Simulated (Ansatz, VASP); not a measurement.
**AlPt3N: VASP beside Ansatz**

Aim: how closely do two programs agree when they are given the same cell, functional and k mesh? The cell is generated by rule, not measured, and may not be a known phase. The cell is taken from a series of runs on this material, whose earlier steps may have relaxed, scaled, displaced or heated it; both programs get it as it stands.

Main program and level: Ansatz 0.2.0; plane waves, with VASP 6.6.1 beside it; zone-centre phonons at RPBE.

The structure was built from a prototype and need not be the compound's stable phase.

## Step 1: The structure

It takes space group Pm-3m (No. 221, cubic). The conventional cell has a = 4.209 Å, b = 4.209 Å, c = 4.209 Å, α = 90.00°, β = 90.00°, γ = 90.00°. Nearest to Al lie 12 Pt at 2.98 Å. Pt has 2 N at 2.10 Å nearest. N has 6 Pt at 2.10 Å nearest. Farther neighbours and most contacts between anions are not listed.

## Step 2: VASP: zone-centre phonons, RPBE

Second derivatives magnify differences that forces hide, and they need a tight electronic threshold.

Lines of VASP's logs that name or quote its potential files are left out, and so is its time.

Contents of INCAR:

```
SYSTEM = AlPt3N
PREC = Accurate
ENCUT = 600
EDIFF = 1E-08
NELM = 120
ISMEAR = 1
SIGMA = 0.2
LREAL = .FALSE.
ALGO = Normal
GGA = RP
NBANDS = 25
LASPH = .TRUE.
LORBIT = 11
LWAVE = .FALSE.
LCHARG = .FALSE.
ISIF = 2
IBRION = 8
GGA_COMPAT = .FALSE.
KPAR = 2
```

Contents of POSCAR:

```
AlPt3N
1.0
    4.2086436197      0.0000000000      0.0000000000
    0.0000000000      4.2086436197      0.0000000000
    0.0000000000      0.0000000000      4.2086436197
Al Pt N
1 3 1
Direct
    0.0000000000      0.0000000000      0.0000000000
    0.5000000000      0.5000000000      0.0000000000
    0.5000000000      0.0000000000      0.5000000000
    0.0000000000      0.5000000000      0.5000000000
    0.5000000000      0.5000000000      0.5000000000
```

Contents of KPOINTS:

```
Automatic mesh
0
Gamma
8 8 8
0 0 0
```

PAW data sets: Al, Pt and N (PBE family, release 64).

On the command line:

```console
$ mpirun -np 2 vasp_std
```

Numbers of over 12 decimals in the logs are rounded to 6 here.

The log of the run:

```text
[banner, memory and clock lines left out]
running    2 mpi-ranks, on    1 nodes
 distrk:  each k-point on    1 cores,    2 groups
 distr:  one band on    1 cores,    1 groups

 POSCAR found type information on POSCAR AlPtN
 POSCAR found :  3 types and       5 ions
|                                                                             |
|               ----> ADVICE to this user running VASP <----                  |
|                                                                             |
|     You enforced a specific xc type in the INCAR file but a different       |
|     [... a line on the potential file left out ...]
|     I HOPE YOU KNOW WHAT YOU ARE DOING!                                     |
|                                                                             |

 LDA part: xc-table for (Slater+PW92), standard interpolation
 POSCAR, INCAR and KPOINTS ok, starting setup
 FFT: planning ... GRIDC
 FFT: planning ... GRID_SOFT
 FFT: planning ... GRID
 WAVECAR not read
 entering main loop
       N       E                     dE             d eps       ncg     rms          rms(c)
DAV:   1     0.238820426584E+03    0.23882E+03   -0.20379E+04  1750   0.158E+03
DAV:   2    -0.153182160736E+02   -0.25414E+03   -0.24408E+03  2054   0.315E+02
DAV:   3    -0.277503447007E+02   -0.12432E+02   -0.12138E+02  2160   0.691E+01
DAV:   4    -0.279300414274E+02   -0.17970E+00   -0.17919E+00  1932   0.887E+00
DAV:   5    -0.279325264891E+02   -0.24851E-02   -0.24814E-02  2225   0.104E+00    0.264E+01
DAV:   6    -0.263684412691E+02    0.15641E+01   -0.89079E+00  2128   0.217E+01    0.145E+01
DAV:   7    -0.261505988298E+02    0.21784E+00   -0.11789E+00  2126   0.815E+00    0.905E+00
DAV:   8    -0.261165155276E+02    0.34083E-01   -0.16377E-01  1873   0.259E+00    0.582E-01
DAV:   9    -0.261099515673E+02    0.65640E-02   -0.26414E-02  2023   0.104E+00    0.239E-01
DAV:  10    -0.261098933104E+02    0.58257E-04   -0.22919E-03  1993   0.339E-01    0.766E-02
DAV:  11    -0.261098484479E+02    0.44863E-04   -0.14984E-04  2230   0.944E-02    0.199E-02
DAV:  12    -0.261098490445E+02   -0.59668E-06   -0.21569E-05  1966   0.289E-02    0.144E-02
DAV:  13    -0.261098485167E+02    0.52787E-06   -0.77924E-06  2095   0.165E-02    0.598E-03
DAV:  14    -0.261098482236E+02    0.29305E-06   -0.11687E-06  1990   0.692E-03    0.355E-03
DAV:  15    -0.261098481271E+02    0.96544E-07   -0.99679E-08  1966   0.195E-03    0.163E-03
DAV:  16    -0.261098481224E+02    0.47221E-08   -0.74501E-08  1924   0.155E-03
   1 F= -.26109848E+02 E0= -.26111266E+02  d E =0.425467E-02
 Linear response reoptimize wavefunctions to high precision
DAV:   1    -0.261098481116E+02    0.10773E-07   -0.18768E-09  1078   0.333E-04
DAV:   2    -0.261098481115E+02    0.64574E-10   -0.23429E-10   938   0.989E-05
 Linear response DOF=           4
 Linear response progress:
  Degree of freedom:   1/  4
       N       E                     dE             d eps       ncg     rms          rms(c)
RMM:   1    -0.754013295908E-02   -0.75401E-02   -0.19575E-05  8768   0.416E-01
RMM:   2    -0.686517754193E-02    0.67496E-03   -0.28417E-04  5762   0.817E-02    0.486E-02
RMM:   3    -0.680531475393E-02    0.59863E-04   -0.22976E-04  5759   0.634E-02    0.238E-02
RMM:   4    -0.680756533498E-02   -0.22506E-05   -0.45364E-05  5841   0.284E-02    0.102E-02
RMM:   5    -0.679296379427E-02    0.14602E-04   -0.47138E-06  5850   0.128E-02    0.189E-03
RMM:   6    -0.679165098671E-02    0.13128E-05   -0.68994E-07  5941   0.390E-03    0.680E-04
RMM:   7    -0.678917104750E-02    0.24799E-05   -0.37918E-08  6018   0.113E-03    0.340E-04
RMM:   8    -0.678847951168E-02    0.69154E-06   -0.16381E-08  6124   0.460E-04    0.134E-04
RMM:   9    -0.678883129020E-02   -0.35178E-06   -0.14422E-08  6055   0.198E-04    0.406E-05
RMM:  10    -0.678897346961E-02   -0.14218E-06   -0.12488E-08  6242   0.823E-05    0.177E-05
RMM:  11    -0.678900705081E-02   -0.33581E-07   -0.10035E-08  6261   0.280E-05    0.752E-06
RMM:  12    -0.678903409252E-02   -0.27042E-07   -0.55349E-09  6428   0.151E-05    0.141E-06
RMM:  13    -0.678903402993E-02    0.62589E-10   -0.31821E-09  6486   0.761E-06    0.309E-07
 first order change of Fermi-energy   0.52198E-04
 force on displaced ion       1 direction 1 :   0.390  -0.000   0.000
 Linear response progress:
  Degree of freedom:   2/  4
       N       E                     dE             d eps       ncg     rms          rms(c)
RMM:   1    -0.269324764954E+00   -0.26932E+00   -0.28211E-01 10913   0.291E+00
RMM:   2    -0.263975823868E+00    0.53489E-02   -0.84819E-03  9425   0.463E-01    0.159E-01
RMM:   3    -0.264387114396E+00   -0.41129E-03   -0.19888E-04  9735   0.770E-02    0.941E-02
RMM:   4    -0.265338715257E+00   -0.95160E-03   -0.29530E-04  9766   0.880E-02    0.134E-02
RMM:   5    -0.265240141178E+00    0.98574E-04   -0.87425E-06  9748   0.162E-02    0.637E-03
RMM:   6    -0.265212661089E+00    0.27480E-04   -0.19301E-06  9999   0.625E-03    0.180E-03
RMM:   7    -0.265210965231E+00    0.16959E-05    0.26227E-07  9902   0.223E-03    0.101E-03
RMM:   8    -0.265204442977E+00    0.65223E-05   -0.33957E-07  9973   0.130E-03    0.284E-04
RMM:   9    -0.265199675671E+00    0.47673E-05   -0.13738E-07 10107   0.397E-04    0.663E-05
RMM:  10    -0.265199588068E+00    0.87604E-07   -0.24768E-07 10530   0.107E-04    0.302E-05
RMM:  11    -0.265199277930E+00    0.31014E-06   -0.80618E-08 10635   0.564E-05    0.105E-05
RMM:  12    -0.265199225430E+00    0.52501E-07   -0.44558E-08 10983   0.352E-05    0.370E-06
RMM:  13    -0.265199245092E+00   -0.19663E-07   -0.16305E-08 11141   0.256E-05    0.209E-06
RMM:  14    -0.265199266816E+00   -0.21724E-07   -0.16411E-08 10078   0.236E-05    0.461E-07
RMM:  15    -0.265199264904E+00    0.19124E-08   -0.11402E-08  7566   0.223E-05    0.141E-07
 first order change of Fermi-energy  -0.28986E-03
 force on displaced ion       2 direction 1 :   3.153   0.000   0.000
 Linear response progress:
  Degree of freedom:   3/  4
       N       E                     dE             d eps       ncg     rms          rms(c)
RMM:   1    -0.268123589133E+00   -0.26812E+00   -0.27315E-01  6972   0.302E+00
RMM:   2    -0.256232348608E+00    0.11891E-01   -0.12548E-02  5670   0.585E-01    0.169E-01
RMM:   3    -0.256350880930E+00   -0.11853E-03   -0.30907E-04  5920   0.899E-02    0.999E-02
RMM:   4    -0.256499889882E+00   -0.14901E-03   -0.45707E-05  5924   0.464E-02    0.139E-02
RMM:   5    -0.256556139552E+00   -0.56250E-04   -0.16760E-06  6122   0.816E-03    0.314E-03
RMM:   6    -0.256572358027E+00   -0.16218E-04   -0.80349E-07  6045   0.278E-03    0.183E-03
RMM:   7    -0.256587260270E+00   -0.14902E-04    0.16092E-07  5999   0.185E-03    0.355E-04
RMM:   8    -0.256589618184E+00   -0.23579E-05   -0.20540E-08  6150   0.498E-04    0.119E-04
RMM:   9    -0.256590521261E+00   -0.90308E-06   -0.57072E-08  6258   0.140E-04    0.346E-05
RMM:  10    -0.256590510313E+00    0.10948E-07   -0.35073E-08  6505   0.605E-05    0.135E-05
RMM:  11    -0.256590455494E+00    0.54819E-07   -0.28807E-08  6630   0.326E-05    0.542E-06
RMM:  12    -0.256590389130E+00    0.66364E-07   -0.60059E-09  6688   0.280E-05    0.103E-06
RMM:  13    -0.256590381470E+00    0.76593E-08   -0.54782E-09  6326   0.220E-05    0.627E-07
 first order change of Fermi-energy   0.87101E-03
 force on displaced ion       2 direction 3 :  -0.000   0.000 -14.680
 Linear response progress:
  Degree of freedom:   4/  4
       N       E                     dE             d eps       ncg     rms          rms(c)
RMM:   1    -0.231425058584E+00   -0.23143E+00    0.32688E-01  7612   0.248E+00
RMM:   2    -0.235405966802E+00   -0.39809E-02   -0.60383E-03  5642   0.428E-01    0.154E-01
RMM:   3    -0.236052910130E+00   -0.64694E-03   -0.67053E-04  5809   0.122E-01    0.854E-02
RMM:   4    -0.236888521108E+00   -0.83561E-03   -0.26274E-04  5814   0.767E-02    0.244E-02
RMM:   5    -0.237043570615E+00   -0.15505E-03   -0.85170E-06  5994   0.186E-02    0.457E-03
RMM:   6    -0.237051338097E+00   -0.77675E-05   -0.34958E-06  6020   0.492E-03    0.257E-03
RMM:   7    -0.237051785408E+00   -0.44731E-06    0.10421E-06  5979   0.228E-03    0.729E-04
RMM:   8    -0.237052568590E+00   -0.78318E-06   -0.13284E-07  6196   0.489E-04    0.377E-04
RMM:   9    -0.237052938655E+00   -0.37007E-06   -0.51789E-07  6105   0.293E-04    0.626E-05
RMM:  10    -0.237052681876E+00    0.25678E-06   -0.20885E-08  6450   0.838E-05    0.171E-05
RMM:  11    -0.237052598429E+00    0.83446E-07    0.53232E-08  6427   0.396E-05    0.556E-06
RMM:  12    -0.237052619097E+00   -0.20668E-07    0.98724E-09  6680   0.245E-05    0.152E-06
RMM:  13    -0.237052622681E+00   -0.35835E-08    0.19831E-08  6443   0.191E-05    0.783E-07
 first order change of Fermi-energy   0.82825E-03
 force on displaced ion       5 direction 1 :  -2.700  -0.000   0.000
 Linear response finished
```

(Part 1 of 3 ends here.)

[Lines on the potential files, build, host, timing and source positions are cut from VASP's logs without a mark.]

[Logs are printed without paths, hosts, clocks, repeated set-up lines and the standing remarks that a program may print on its own settings, such as how far it seeks lower states.]

[Hosts, paths, dates, database ids (printed as entryN), source tags and the programs' standing remarks are cut or masked in the printed files.]
